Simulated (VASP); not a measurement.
Computed with rev-vdW-DF2, VASP's PBE PAW potentials (set 64) (plane waves; VASP).

VASP ran on this input.

POSCAR:
```
Co
1
    1.2361163626    -2.1410165699     0.0000000000
    1.2361163626     2.1410165699    -0.0000000000
    0.0000000000    -0.0000000000     3.9851873553
Co
2
Direct
  0.3333330000   0.6666670000   0.2500000000
  0.6666670000   0.3333330000   0.7500000000
```

KPOINTS:
```
Automatic mesh
0
Gamma
15 15 8
0 0 0
```

INCAR:
```
SYSTEM = Co
PREC = Accurate
ENCUT = 520
EDIFF = 1E-6
NELM = 100
ALGO = Normal
LREAL = .FALSE.
LASPH = .TRUE.
ISMEAR = 1
SIGMA = 0.1
GGA = MK
PARAM1 = 0.1234568
PARAM2 = 0.7114
ZAB_VDW = -1.8867
LUSE_VDW = .TRUE.
AGGAC = 0.0
LMAXMIX = 4
ISPIN = 2
MAGMOM = 1.6 1.6
LORBIT = 10
LWAVE = .FALSE.
LCHARG = .FALSE.
IBRION = 2
ISIF = 3
NSW = 60
EDIFFG = -0.01
```

POTCAR, in this order: Co (PBE.64 set). Program: vasp_std.

What VASP printed:

File OUTCAR:
```
 ion  position               nearest neighbor table
   1  0.333  0.667  0.250-   2 2.45   2 2.45   2 2.45   2 2.45   2 2.45   2 2.45
   2  0.667  0.333  0.750-   1 2.45   1 2.45   1 2.45   1 2.45   1 2.45   1 2.45
  LATTYP: Found a hexagonal cell.
 ALAT       =     2.4722329208
 C/A-ratio  =     1.6119789207
 Subroutine PRICEL returns:
 Original cell was already a primitive cell.
 Subroutine GETGRP returns: Found 24 space group operations
The static configuration has the point symmetry D_3d.
 The point group associated with its full space group is D_6h.
The dynamic configuration has the point symmetry D_3d.
The overall configuration has the point symmetry D_3d.
 Subroutine INISYM returns: Found 24 space group operations
 Subroutine IBZKPT returns following result:
 Found    135 irreducible k-points:

 Following reciprocal coordinates:
            Coordinates               Weight
  0.000000  0.000000  0.000000      1.000000
  0.066667  0.000000  0.000000      6.000000
  0.133333  0.000000  0.000000      6.000000
  0.200000  0.000000  0.000000      6.000000
  0.266667  0.000000  0.000000      6.000000
  0.333333  0.000000  0.000000      6.000000
  0.400000  0.000000  0.000000      6.000000
  0.466667  0.000000  0.000000      6.000000
  0.066667  0.066667  0.000000      6.000000
  0.133333  0.066667  0.000000     12.000000
  0.200000  0.066667  0.000000     12.000000
  0.266667  0.066667  0.000000     12.000000
  0.333333  0.066667  0.000000     12.000000
  0.400000  0.066667  0.000000     12.000000
  0.466667  0.066667  0.000000      6.000000
  0.133333  0.133333  0.000000      6.000000
  0.200000  0.133333  0.000000     12.000000
  0.266667  0.133333  0.000000     12.000000
  0.333333  0.133333  0.000000     12.000000
  0.400000  0.133333  0.000000     12.000000
  0.200000  0.200000  0.000000      6.000000
  0.266667  0.200000  0.000000     12.000000
  0.333333  0.200000  0.000000     12.000000
  0.400000  0.200000  0.000000      6.000000
  0.266667  0.266667  0.000000      6.000000
  0.333333  0.266667  0.000000     12.000000
  0.333333  0.333333  0.000000      2.000000
  0.000000  0.000000  0.125000      2.000000
  0.066667  0.000000  0.125000     12.000000
  0.133333  0.000000  0.125000     12.000000
  0.200000  0.000000  0.125000     12.000000
  0.266667  0.000000  0.125000     12.000000
  0.333333  0.000000  0.125000     12.000000
  0.400000  0.000000  0.125000     12.000000
  0.466667  0.000000  0.125000     12.000000
  0.066667  0.066667  0.125000     12.000000
  0.133333  0.066667  0.125000     24.000000
  0.200000  0.066667  0.125000     24.000000
  0.266667  0.066667  0.125000     24.000000
  0.333333  0.066667  0.125000     24.000000
   k-points           NKPTS =    135   k-points in BZ     NKDIM =    135   number of bands    NBANDS=     15
   number of dos      NEDOS =    301   number of ions     NIONS =      2
   total plane-waves  NPLWV =   9720
   dimension x,y,z NGX =    18 NGY =   18 NGZ =   30
   dimension x,y,z NGXF=    36 NGYF=   36 NGZF=   60
   ions per type =               2
   PREC   = accura    normal or accurate (medium, high low for compatibility)
   ISTART =      0    job   : 0-new  1-cont  2-samecut
   ICHARG =      2    charge: 1-file 2-atom 10-const
   ISPIN  =      2    spin polarized calculation?
   LNONCOLLINEAR =      F non collinear calculations
   LSORBIT =      F    spin-orbit coupling
   INIWAV =      1    electr: 0-lowe 1-rand  2-diag
   ENCUT  =  520.0 eV  38.22 Ry    6.18 a.u.   4.60  4.60  7.41*2*pi/ulx,y,z
   NELM   =    100;   NELMIN=  2; NELMDL= -5     # of ELM steps
   EDIFF  = 0.1E-05   stopping-criterion for ELM
...
```

### OSZICAR
```
       N       E                     dE             d eps       ncg     rms          rms(c)
DAV:   1     0.855473192765E+02    0.85547E+02   -0.83405E+03  8228   0.161E+03
DAV:   2    -0.963087833051E+01   -0.95178E+02   -0.88147E+02  8107   0.258E+02
DAV:   3    -0.118596435555E+02   -0.22288E+01   -0.21605E+01  9675   0.559E+01
DAV:   4    -0.118944982950E+02   -0.34855E-01   -0.34845E-01 11802   0.534E+00
DAV:   5    -0.118947416965E+02   -0.24340E-03   -0.24340E-03  9836   0.442E-01    0.150E+01
DAV:   6    -0.101859199570E+02    0.17088E+01   -0.13154E+01  8765   0.743E+01    0.701E+00
DAV:   7    -0.980732612142E+01    0.37859E+00   -0.18235E+00  9122   0.267E+01    0.377E+00
DAV:   8    -0.978990324371E+01    0.17423E-01   -0.19415E-02 11370   0.163E+00    0.193E+00
DAV:   9    -0.977479602645E+01    0.15107E-01   -0.40784E-03 12141   0.110E+00    0.645E-01
DAV:  10    -0.977534477071E+01   -0.54874E-03   -0.10482E-03 10905   0.501E-01    0.215E-01
DAV:  11    -0.977531029024E+01    0.34480E-04   -0.11567E-04 10613   0.164E-01    0.303E-02
DAV:  12    -0.977530587123E+01    0.44190E-05   -0.89054E-06  9017   0.317E-02    0.164E-02
DAV:  13    -0.977530568269E+01    0.18854E-06   -0.14411E-06  5956   0.191E-02
   1 F= -.97753057E+01 E0= -.97757522E+01  d E =-.977531E+01  mag=     3.1589
       N       E                     dE             d eps       ncg     rms          rms(c)
DAV:   1    -0.977584820459E+01   -0.54233E-03   -0.63457E-03  8226   0.148E+00    0.187E-01
DAV:   2    -0.977541469512E+01    0.43351E-03   -0.24876E-03  8723   0.102E+00    0.117E-01
DAV:   3    -0.977531687147E+01    0.97824E-04   -0.28941E-04  8758   0.349E-01    0.509E-02
DAV:   4    -0.977530870413E+01    0.81673E-05   -0.33614E-06  9576   0.237E-02    0.184E-02
DAV:   5    -0.977530142963E+01    0.72745E-05   -0.12593E-06  5314   0.179E-02    0.296E-03
DAV:   6    -0.977530175589E+01   -0.32626E-06   -0.57459E-07  4673   0.925E-03
   2 F= -.97753018E+01 E0= -.97757422E+01  d E =0.392680E-05  mag=     3.1618
```

### OUTCAR
```
------------------------ aborting loop because EDIFF is reached ----------------------------------------
  FORCE on cell =-STRESS in cart. coord.  units (eV):
  Direction    XX          YY          ZZ          XY          YZ          ZX
  --------------------------------------------------------------------------------------
  Total       -0.0189382     -0.0189382     -0.0197716      0.0000000      0.0000000     -0.0000000
  in kB       -1.4361772     -1.4361775     -1.4993720      0.0000000      0.0000000     -0.0000000
  external PRESSURE =      -1.4572422 kB  Pullay stress =       0.0000000 kB
  volume of cell :       21.13
      direct lattice vectors                 reciprocal lattice vectors
     1.236710923 -2.142046378 -0.000000000     0.404298200 -0.233421650 -0.000000000
     1.236710923  2.142046378 -0.000000000     0.404298200  0.233421650 -0.000000000
     0.000000000  0.000000000  3.987632323     0.000000000  0.000000000  0.250775377
 POSITION                                       TOTAL-FORCE (eV/Angst)
 -----------------------------------------------------------------------------------
      1.23671      0.71402      0.99691        -0.000000      0.000000      0.000000
      1.23671     -0.71402      2.99072         0.000000     -0.000000      0.000000
 -----------------------------------------------------------------------------------
    total drift:                                0.000023     -0.000001     -0.000029
  FREE ENERGIE OF THE ION-ELECTRON SYSTEM (eV)
  ---------------------------------------------------
  free  energy   TOTEN  =        -9.7753017559 eV

  energy  without entropy=       -9.7766231318  energy(sigma->0) =       -9.77574221

 total charge

# of ion       s       p       d       tot
------------------------------------------
    1        0.498   0.538   7.297   8.333
    2        0.498   0.538   7.297   8.333
--------------------------------------------------
tot          0.995   1.077  14.594  16.666

 magnetization (x)

# of ion       s       p       d       tot
------------------------------------------
    1       -0.015  -0.048   1.652   1.589
    2       -0.015  -0.048   1.652   1.589
--------------------------------------------------
tot         -0.030  -0.096   3.303   3.178

 reached required accuracy - stopping structural energy minimisation
```
(Selected blocks of OUTCAR.)

File CONTCAR:
```
Co
   1.00000000000000
     1.2367109225214357   -2.1420463782179073   -0.0000000000000000
     1.2367109225214357    2.1420463782179073   -0.0000000000000000
     0.0000000000000000    0.0000000000000000    3.9876323226471126
  Co
     2
Direct
     0.3333330000000032    0.6666669999999968    0.2500000000000000
     0.6666669999999968    0.3333330000000032    0.7500000000000000
```

The compound is Co in the hcp structure. This run relaxes it. Symmetry was kept, so distortions that lower it aren't found. The start is the result of an earlier pass.
